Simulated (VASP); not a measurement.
Here is the system:

```
CELL_PARAMETERS angstrom
      3.14586     0.00000     0.00000
     -1.57293     2.72440     0.00000
      0.00000     0.00000     5.09545
ATOMIC_POSITIONS crystal
  Al 0.00000 0.00000 0.99949
  Ga 0.66667 0.33333 0.49723
  N  0.66667 0.33333 0.11269
  N  0.00000 0.00000 0.62698
```

Computed with PBEsol GGA with spin-orbit coupling, VASP's PBE PAW potentials (set 64) (plane waves; VASP 6.6.1). Settings: 520 eV cut-off, 7×7×4 Γ-centred mesh, Gaussian smearing of 0.050 eV, potentials Al Ga_d N.

Question: Give the energies of bands 17 to 30 at the high-symmetry points, in eV from the valence-band maximum.

Answer: 
| band | Γ | M | K | A | L | H |
|---|---|---|---|---|---|---|
| 17 | -1.12 | -4.68 | -5.18 | -3.11 | -5.76 | -5.01 |
| 18 | -1.12 | -4.68 | -5.15 | -3.11 | -5.76 | -5.00 |
| 19 | -1.11 | -3.90 | -4.07 | -0.92 | -1.96 | -4.28 |
| 20 | -1.11 | -3.90 | -4.06 | -0.92 | -1.96 | -4.24 |
| 21 | -0.12 | -2.48 | -2.94 | -0.91 | -1.87 | -4.00 |
| 22 | -0.12 | -2.48 | -2.94 | -0.91 | -1.87 | -3.99 |
| 23 | -0.01 | -2.12 | -2.68 | -0.23 | -1.65 | -1.30 |
| 24 | -0.01 | -2.12 | -2.67 | -0.23 | -1.65 | -1.29 |
| 25 | 0.00 | -0.88 | -2.66 | -0.21 | -1.44 | -1.12 |
| 26 | 0.00 | -0.88 | -2.63 | -0.21 | -1.44 | -1.12 |
| 27 | 2.83 | 5.11 | 4.83 | 4.86 | 4.42 | 6.52 |
| 28 | 2.83 | 5.11 | 4.86 | 4.86 | 4.42 | 6.52 |
| 29 | 5.46 | 5.76 | 8.21 | 5.59 | 4.98 | 6.82 |
| 30 | 5.46 | 5.76 | 8.21 | 5.59 | 4.98 | 6.84 |

The gap is direct, 2.83 eV, from the valence maximum at Γ to the conduction minimum at Γ.

The structure comes from a computed database's AlGaN2 entry (P3m1); how it stands against other phases isn't given here. It was relaxed first.
